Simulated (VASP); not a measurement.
# Core-hole spectrum of InSe, part 2 of 4

Wanted: the near-edge structure of InSe. The cell has space group P6_3/mmc. The start is a cell from a database of measured crystal structures.

VASP 6.6.1, plane waves and PAW; the level of theory is named at each step.

So far. Step 2 (Relaxation): At PBE, with these data sets, the largest force is down to 0.0020 eV/Å.

The database entry behind the starting cell differs from later determinations by our own check (c about 1.7 % long), so it need not match the best structure at ambient conditions.

## (3) Supercell without a hole

This step: PBEsol; plane waves and PAW (In_d, In_d, Se) (VASP 6.6.1).

System of this step: InSe. The cell holds 72 atoms: 36 In and 36 Se. Its edges and angles: a = 12.150 Å, b = 12.150 Å, c = 16.930 Å, α = 90.0°, β = 90.0°, γ = 120.0°. It derives from InSe, repeated 3×3×1. Nearest the centre at fractional (0.111, 0.222, 0.167): In1 at 0.00 Å, Se47 at 2.67 Å, Se46 at 2.67 Å, Se52 at 2.67 Å, In19 at 2.80 Å, In3 at 4.05 Å, In9 at 4.05 Å, In4 at 4.05 Å.

The cell without a hole gives, with ICORELEVEL = 1, the Kohn-Sham core levels of the initial state. It is a supercell, which puts a hole 12.1 Å from its nearest image.

Contents of INCAR:

```
SYSTEM = InSe
PREC = Accurate
ENCUT = 400
EDIFF = 1E-05
NELM = 100
ISMEAR = 0
SIGMA = 0.05
LREAL = Auto
ALGO = Fast
GGA = PS
LWAVE = .FALSE.
LCHARG = .FALSE.
NCORE = 8
ICORELEVEL = 1
```

Contents of POSCAR:

```
InSe
1.0
   12.1500000000      0.0000000000      0.0000000000
   -6.0750000000     10.5222086559      0.0000000000
    0.0000000000      0.0000000000     16.9300000000
In In Se
1 35 36
Direct
    0.1111111111      0.2222222222      0.1672953492
    0.1111111111      0.5555555556      0.1672953492
    0.1111111111      0.8888888889      0.1672953492
    0.4444444444      0.2222222222      0.1672953492
    0.4444444444      0.5555555556      0.1672953492
    0.4444444444      0.8888888889      0.1672953492
    0.7777777778      0.2222222222      0.1672953492
    0.7777777778      0.5555555556      0.1672953492
    0.7777777778      0.8888888889      0.1672953492
    0.2222222222      0.1111111111      0.6672953492
    0.2222222222      0.4444444444      0.6672953492
    0.2222222222      0.7777777778      0.6672953492
    0.5555555556      0.1111111111      0.6672953492
    0.5555555556      0.4444444444      0.6672953492
    0.5555555556      0.7777777778      0.6672953492
    0.8888888889      0.1111111111      0.6672953492
    0.8888888889      0.4444444444      0.6672953492
    0.8888888889      0.7777777778      0.6672953492
    0.1111111111      0.2222222222      0.3327046508
    0.1111111111      0.5555555556      0.3327046508
    0.1111111111      0.8888888889      0.3327046508
    0.4444444444      0.2222222222      0.3327046508
    0.4444444444      0.5555555556      0.3327046508
    0.4444444444      0.8888888889      0.3327046508
    0.7777777778      0.2222222222      0.3327046508
    0.7777777778      0.5555555556      0.3327046508
    0.7777777778      0.8888888889      0.3327046508
    0.2222222222      0.1111111111      0.8327046508
    0.2222222222      0.4444444444      0.8327046508
    0.2222222222      0.7777777778      0.8327046508
    0.5555555556      0.1111111111      0.8327046508
    0.5555555556      0.4444444444      0.8327046508
    0.5555555556      0.7777777778      0.8327046508
    0.8888888889      0.1111111111      0.8327046508
    0.8888888889      0.4444444444      0.8327046508
    0.8888888889      0.7777777778      0.8327046508
    0.1111111111      0.2222222222      0.5916365135
    0.1111111111      0.5555555556      0.5916365135
    0.1111111111      0.8888888889      0.5916365135
    0.4444444444      0.2222222222      0.5916365135
    0.4444444444      0.5555555556      0.5916365135
    0.4444444444      0.8888888889      0.5916365135
    0.7777777778      0.2222222222      0.5916365135
    0.7777777778      0.5555555556      0.5916365135
    0.7777777778      0.8888888889      0.5916365135
    0.2222222222      0.1111111111      0.0916365135
    0.2222222222      0.4444444444      0.0916365135
    0.2222222222      0.7777777778      0.0916365135
    0.5555555556      0.1111111111      0.0916365135
    0.5555555556      0.4444444444      0.0916365135
    0.5555555556      0.7777777778      0.0916365135
    0.8888888889      0.1111111111      0.0916365135
    0.8888888889      0.4444444444      0.0916365135
    0.8888888889      0.7777777778      0.0916365135
    0.1111111111      0.2222222222      0.9083634865
    0.1111111111      0.5555555556      0.9083634865
    0.1111111111      0.8888888889      0.9083634865
    0.4444444444      0.2222222222      0.9083634865
    0.4444444444      0.5555555556      0.9083634865
    0.4444444444      0.8888888889      0.9083634865
    0.7777777778      0.2222222222      0.9083634865
    0.7777777778      0.5555555556      0.9083634865
    0.7777777778      0.8888888889      0.9083634865
    0.2222222222      0.1111111111      0.4083634865
    0.2222222222      0.4444444444      0.4083634865
    0.2222222222      0.7777777778      0.4083634865
    0.5555555556      0.1111111111      0.4083634865
    0.5555555556      0.4444444444      0.4083634865
    0.5555555556      0.7777777778      0.4083634865
    0.8888888889      0.1111111111      0.4083634865
    0.8888888889      0.4444444444      0.4083634865
    0.8888888889      0.7777777778      0.4083634865
```

Contents of KPOINTS:

```
Automatic mesh
0
Gamma
2 2 2
0 0 0
```

PAW data sets: In_d, In_d and Se (PBE family, release 64).

Started as:

```
$ mpirun -np 8 vasp_std
```

The log of the run:

```text
[banner, memory and clock lines left out]
running    8 mpi-ranks, on    1 nodes
 distrk:  each k-point on    8 cores,    1 groups
 distr:  one band on    8 cores,    1 groups

 POSCAR found type information on POSCAR InInSe
 POSCAR found :  3 types and      72 ions
 [... a notice as in an earlier step ...]

|                                                                             |
|               ----> ADVICE to this user running VASP <----                  |
|                                                                             |
|     You enforced a specific xc type in the INCAR file but a different       |
|     [... a line on the potential file left out ...]
|     I HOPE YOU KNOW WHAT YOU ARE DOING!                                     |
|                                                                             |

 LDA part: xc-table for (Slater+PW92), standard interpolation
 POSCAR, INCAR and KPOINTS ok, starting setup
 FFT: planning ... GRIDC
 FFT: planning ... GRID_SOFT
 FFT: planning ... GRID
 WAVECAR not read
 entering main loop
       N       E                     dE             d eps       ncg     rms          rms(c)
DAV:   1     0.724339618819E+04    0.72434E+04   -0.24714E+05  3312   0.155E+03
DAV:   2     0.110823392035E+04   -0.61352E+04   -0.59830E+04  3280   0.438E+02
DAV:   3    -0.145139011193E+03   -0.12534E+04   -0.11826E+04  3720   0.215E+02
DAV:   4    -0.284007741736E+03   -0.13887E+03   -0.13657E+03  4056   0.659E+01
DAV:   5    -0.288650081563E+03   -0.46423E+01   -0.46109E+01  3912   0.119E+01    0.323E+01
RMM:   6    -0.280940649059E+03    0.77094E+01   -0.14093E+01  4073   0.711E+00    0.167E+01
RMM:   7    -0.280576199750E+03    0.36445E+00   -0.99279E+00  4289   0.387E+00    0.455E+00
RMM:   8    -0.280408011282E+03    0.16819E+00   -0.24873E+00  4011   0.396E+00    0.140E+00
RMM:   9    -0.280402629888E+03    0.53814E-02   -0.71258E-01  5155   0.175E+00    0.305E+00
RMM:  10    -0.280415752254E+03   -0.13122E-01   -0.15586E-01  4679   0.739E-01    0.551E+00
RMM:  11    -0.280400691934E+03    0.15060E-01   -0.11616E-01  4554   0.525E-01    0.238E+00
RMM:  12    -0.280404702875E+03   -0.40109E-02   -0.42804E-02  5183   0.335E-01    0.129E+00
RMM:  13    -0.280405491271E+03   -0.78840E-03   -0.87100E-03  5405   0.142E-01    0.157E+00
RMM:  14    -0.280404556672E+03    0.93460E-03   -0.16445E-03  5067   0.687E-02    0.177E+00
RMM:  15    -0.280403669924E+03    0.88675E-03   -0.20435E-03  4376   0.742E-02    0.125E+00
RMM:  16    -0.280403387028E+03    0.28290E-03   -0.10900E-03  4524   0.589E-02    0.120E+00
RMM:  17    -0.280403489902E+03   -0.10287E-03   -0.27211E-04  4867   0.307E-02    0.107E+00
RMM:  18    -0.280403443816E+03    0.46086E-04   -0.54535E-05  3092   0.164E-02    0.914E-01
RMM:  19    -0.280403362248E+03    0.81569E-04   -0.70288E-05  3767   0.175E-02    0.773E-01
RMM:  20    -0.280403325053E+03    0.37194E-04   -0.48579E-05  3341   0.111E-02    0.739E-01
RMM:  21    -0.280403277613E+03    0.47440E-04   -0.63253E-05  3444   0.137E-02    0.673E-01
RMM:  22    -0.280403235743E+03    0.41870E-04   -0.47459E-05  3194   0.143E-02    0.549E-01
RMM:  23    -0.280403222843E+03    0.12900E-04   -0.18878E-05  2131   0.844E-03    0.503E-01
RMM:  24    -0.280403214821E+03    0.80223E-05   -0.88741E-06  2051   0.810E-03
   1 F= -.28040321E+03 E0= -.28040321E+03  d E =-.195782E-04
```

It took 6.9 min on 8 MPI ranks of AMD EPYC 9R45, shared host; peak memory 3.6 GiB; 55 min of CPU time.

Parts of OUTCAR (step 3):

```text
  LATTYP: Found a hexagonal cell.
 ALAT       =    12.1500000000
 C/A-ratio  =     1.3934156379

 Subroutine GETGRP returns: Found  6 space group operations
 (whereof  2 operations were pure point group operations)

The static configuration has the point symmetry C_1h.
 The point group associated with its full space group is C_3v.

 Found      4 irreducible k-points:

   k-points           NKPTS =      4   k-points in BZ     NKDIM =      4   number of bands    NBANDS=    410

   dimension x,y,z NGX =    80 NGY =   80 NGZ =  112
   dimension x,y,z NGXF=   160 NGYF=  160 NGZF=  224

   ENCUT  =  400.0 eV  29.40 Ry    5.42 a.u.  19.81 19.81 27.61*2*pi/ulx,y,z

   NELECT =     684.0000    total number of electrons

 the core state eigenenergies are
   1-  1s -27740.0278  2s  -4146.5324  2p  -3720.5161  3s   -780.4438  3p   -640.9985
       3d   -424.6715  4s   -111.6913  4p    -70.1599
   2-  1s -27740.0277  2s  -4146.5323  2p  -3720.5160  3s   -780.4438  3p   -640.9985
       3d   -424.6715  4s   -111.6913  4p    -70.1599
   3-  1s -27740.0278  2s  -4146.5324  2p  -3720.5160  3s   -780.4438  3p   -640.9985
       3d   -424.6715  4s   -111.6913  4p    -70.1599
   4-  1s -27740.0278  2s  -4146.5324  2p  -3720.5160  3s   -780.4438  3p   -640.9985
       3d   -424.6715  4s   -111.6913  4p    -70.1599
   5-  1s -27740.0277  2s  -4146.5323  2p  -3720.5160  3s   -780.4438  3p   -640.9985
       3d   -424.6715  4s   -111.6913  4p    -70.1599
   6-  1s -27740.0278  2s  -4146.5325  2p  -3720.5161  3s   -780.4439  3p   -640.9986
       3d   -424.6715  4s   -111.6914  4p    -70.1600
   7-  1s -27740.0278  2s  -4146.5324  2p  -3720.5160  3s   -780.4438  3p   -640.9985
       3d   -424.6715  4s   -111.6913  4p    -70.1599
   8-  1s -27740.0276  2s  -4146.5322  2p  -3720.5159  3s   -780.4437  3p   -640.9984
       3d   -424.6713  4s   -111.6912  4p    -70.1598
   9-  1s -27740.0278  2s  -4146.5324  2p  -3720.5160  3s   -780.4438  3p   -640.9985
       3d   -424.6715  4s   -111.6913  4p    -70.1599
  10-  1s -27740.0279  2s  -4146.5325  2p  -3720.5161  3s   -780.4439  3p   -640.9986
       3d   -424.6716  4s   -111.6914  4p    -70.1600
  11-  1s -27740.0279  2s  -4146.5325  2p  -3720.5161  3s   -780.4439  3p   -640.9986
       3d   -424.6716  4s   -111.6914  4p    -70.1600
  12-  1s -27740.0280  2s  -4146.5326  2p  -3720.5162  3s   -780.4440  3p   -640.9987
       3d   -424.6717  4s   -111.6915  4p    -70.1601
  13-  1s -27740.0280  2s  -4146.5326  2p  -3720.5162  3s   -780.4440  3p   -640.9987
       3d   -424.6717  4s   -111.6915  4p    -70.1601
  14-  1s -27740.0280  2s  -4146.5326  2p  -3720.5162  3s   -780.4440  3p   -640.9987
       3d   -424.6716  4s   -111.6914  4p    -70.1600
  15-  1s -27740.0280  2s  -4146.5326  2p  -3720.5162  3s   -780.4440  3p   -640.9987
       3d   -424.6717  4s   -111.6915  4p    -70.1601
  16-  1s -27740.0279  2s  -4146.5325  2p  -3720.5161  3s   -780.4439  3p   -640.9986
       3d   -424.6716  4s   -111.6914  4p    -70.1600
  17-  1s -27740.0280  2s  -4146.5326  2p  -3720.5162  3s   -780.4440  3p   -640.9987
       3d   -424.6716  4s   -111.6914  4p    -70.1600
  18-  1s -27740.0280  2s  -4146.5326  2p  -3720.5162  3s   -780.4440  3p   -640.9987
       3d   -424.6717  4s   -111.6915  4p    -70.1601
  19-  1s -27740.0280  2s  -4146.5326  2p  -3720.5162  3s   -780.4440  3p   -640.9987
       3d   -424.6716  4s   -111.6914  4p    -70.1600
  20-  1s -27740.0278  2s  -4146.5324  2p  -3720.5161  3s   -780.4439  3p   -640.9985
[...]
72-  1s -12493.7696  2s  -1597.2777  2p  -1403.6276  3s   -203.9381  3p   -143.4091
       3d    -43.5953

 E-fermi :   3.8186

 k-point     1 :       0.0000    0.0000    0.0000
  band No.  band energies     occupation
    ...
    338       2.6982      2.00000
    339       2.6982      2.00000
    340       2.6982      2.00000
    341       2.6982      2.00000
    342       3.6973      1.99940
    343       3.9399      0.00060
    344       5.0889      0.00000
    345       5.0889      0.00000
    346       5.0889      0.00000
    347       5.0889      0.00000
    ...

 k-point     2 :       0.5000    0.0000    0.0000
  band No.  band energies     occupation
    ...
    338       2.8005      2.00000
    339       2.9011      2.00000
    340       2.9011      2.00000
    341       3.4633      2.00000
    342       3.4633      2.00000
    343       4.7739      0.00000
    344       4.8668      0.00000
    345       5.1935      0.00000
    346       5.1935      0.00000
    347       5.4690      0.00000
    ...

  Total      -16.1509644    -16.1509644    -12.5498799      0.0000000      0.0000000      0.0000000
  in kB      -11.9555318    -11.9555318     -9.2898779      0.0000000      0.0000000      0.0000000
  external PRESSURE =     -11.0669805 kB  Pullay stress =       0.0000000 kB

  energy-cutoff  :      400.00
  volume of cell :     2164.41
      direct lattice vectors                 reciprocal lattice vectors
    12.150000000  0.000000000  0.000000000     0.082304527  0.047518541  0.000000000
    -6.075000000 10.522208656  0.000000000     0.000000000  0.095037081  0.000000000
     0.000000000  0.000000000 16.930000000     0.000000000  0.000000000  0.059066745

 POSITION                                       TOTAL-FORCE (eV/Angst)
 -----------------------------------------------------------------------------------
      0.00000      2.33827      2.83231        -0.000000      0.000000     -0.045760
     -2.02500      5.84567      2.83231         0.000152      0.000922     -0.046461
     -4.05000      9.35307      2.83231         0.000874     -0.000329     -0.046461
      4.05000      2.33827      2.83231         0.000722     -0.000593     -0.046461
      2.02500      5.84567      2.83231        -0.000152      0.000922     -0.046461
     -0.00000      9.35307      2.83231        -0.000000     -0.000000     -0.046646
      8.10000      2.33827      2.83231        -0.000722     -0.000593     -0.046461
      6.07500      5.84567      2.83231        -0.000000      0.000000     -0.047033
      4.05000      9.35307      2.83231        -0.000874     -0.000329     -0.046461
      2.02500      1.16913     11.29731         0.000745     -0.000430     -0.046148
      0.00000      4.67654     11.29731        -0.000000      0.000861     -0.046148
     -2.02500      8.18394     11.29731        -0.000133     -0.000077     -0.046893
      6.07500      1.16913     11.29731        -0.000000      0.000154     -0.046893
      4.05000      4.67654     11.29731         0.000871      0.000503     -0.046333
      2.02500      8.18394     11.29731         0.000133     -0.000077     -0.046893
     10.12500      1.16913     11.29731        -0.000745     -0.000430     -0.046148
      8.10000      4.67654     11.29731        -0.000871      0.000503     -0.046333
      6.07500      8.18394     11.29731        -0.000000     -0.001006     -0.046333
      0.00000      2.33827      5.63269        -0.000000      0.000000      0.045773
     -2.02500      5.84567      5.63269         0.000142      0.000934      0.046469
     -4.05000      9.35307      5.63269         0.000880     -0.000344      0.046469
      4.05000      2.33827      5.63269         0.000738     -0.000590      0.046469
      2.02500      5.84567      5.63269        -0.000142      0.000934      0.046469
     -0.00000      9.35307      5.63269        -0.000000     -0.000000      0.046670
      8.10000      2.33827      5.63269        -0.000738     -0.000590      0.046469
      6.07500      5.84567      5.63269        -0.000000      0.000000      0.047040
      4.05000      9.35307      5.63269        -0.000880     -0.000344      0.046469
      2.02500      1.16913     14.09769         0.000722     -0.000417      0.046147
      0.00000      4.67654     14.09769        -0.000000      0.000834      0.046147
     -2.02500      8.18394     14.09769        -0.000152     -0.000088      0.046884
      6.07500      1.16913     14.09769        -0.000000      0.000176      0.046884
      4.05000      4.67654     14.09769         0.000863      0.000498      0.046319
      2.02500      8.18394     14.09769         0.000152     -0.000088      0.046884
     10.12500      1.16913     14.09769        -0.000722     -0.000417      0.046147
      8.10000      4.67654     14.09769        -0.000863      0.000498      0.046319
      6.07500      8.18394     14.09769        -0.000000     -0.000997      0.046319
      0.00000      2.33827     10.01641        -0.000000      0.000000      0.154436
     -2.02500      5.84567     10.01641         0.000284      0.000991      0.156686
[...]
-----------------------------------------------------------------------------------
    total drift:                                0.000000     -0.000007      0.000147

  FREE ENERGIE OF THE ION-ELECTRON SYSTEM (eV)
  ---------------------------------------------------
  free  energy   TOTEN  =      -280.4032148205 eV

  energy  without entropy=     -280.4031952424  energy(sigma->0) =     -280.40320503

[... 4 further parts left out ...]
```

These are scalar-relativistic Kohn-Sham levels of the ground state, with no core hole, so they are not binding energies. The PAW data sets were made with PBE, which is usual practice but a small mismatch for other functionals.

Numbers from this step:

* free energy (TOTEN): -280.4032 eV
* Fermi energy: 3.819 eV
* pressure: -1.107 GPa

The two shallowest core shells; atoms whose shallowest level rounds to another's at 0.01 eV are left out. Core levels, by row:

```tsv
atom	shell	level below the valence-band top (eV)
In1	4s	115.4
In1	4p	73.86
Se37	3p	147.1
Se37	3d	47.29
```

(Continued in part 3 of 4.)

[Lines on the potential files, build, host, timing and source positions are cut from VASP's logs without a mark.]

[Logs are printed without paths, hosts, clocks, repeated set-up lines and the standing remarks that a program may print on its own settings, such as how far it seeks lower states.]

[Hosts, paths, dates, database ids (printed as entryN), source tags and the programs' standing remarks are cut or masked in the printed files.]
